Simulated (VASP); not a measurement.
Data:

```
CELL_PARAMETERS angstrom
      0.00000     4.36229     4.24719
      2.49737     0.00000     4.24719
      2.49737     4.36229     0.00000
ATOMIC_POSITIONS crystal
  Ti 0.00000 0.00000 0.00000
  Ti 0.25000 0.25000 0.25000
  Ge 0.66866 0.66866 0.33134
  Ge 0.33134 0.33134 0.66866
  Ge 0.58134 0.58134 0.91866
  Ge 0.91866 0.91866 0.58134
```

Calculation: PBEsol GGA, VASP's PBE PAW potentials (set 64) (plane waves; VASP). Numerical set-up: 400 eV cut-off, Gaussian smearing of 0.050 eV, potentials Ti_sv Ge_d.

Predict the band gap (along the path) with the smallest direct gap where there is one.

```yaml
band gap (along the path): none (metal, semimetal or under 0.01 eV)
```

The absolute energy has meaning only against runs of the same code, potentials and settings.

The structure comes from a measured TiGe2 entry (Fddd) of the Crystallography Open Database, whose conditions weren't checked. It was relaxed first.
